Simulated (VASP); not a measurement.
Energy against volume of PtAl$_{2}$ (fluorite). All values below come from PBEsol GGA, VASP's PBE PAW potentials (set 64) (plane waves; VASP 6.6.1). Settings: 520 eV cut-off, 9×9×9 Γ-centred mesh, first-order Methfessel-Paxton smearing of 0.10 eV, potentials Al Pt.

| V (Å³/atom) | E (eV/atom) |
|---|---|
| 16.553 | -5.91773 |
| 17.065 | -5.92509 |
| 17.577 | -5.91891 |
| 18.089 | -5.90122 |

Fit these four points and predict the energy of the run at 16.041 Å³/atom.

A cubic in V^(−2/3), the third-order Birch-Murnaghan form, passes through the four points with V0 = 17.07 Å³/atom and B0 = 141 GPa, and gives -5.8944 eV/atom there. The run gave -5.8945 eV/atom, -0.1 meV/atom from the fit; all five points give B0 = 141 GPa.

The compound is PtAl2 in the fluorite structure. It was relaxed first.
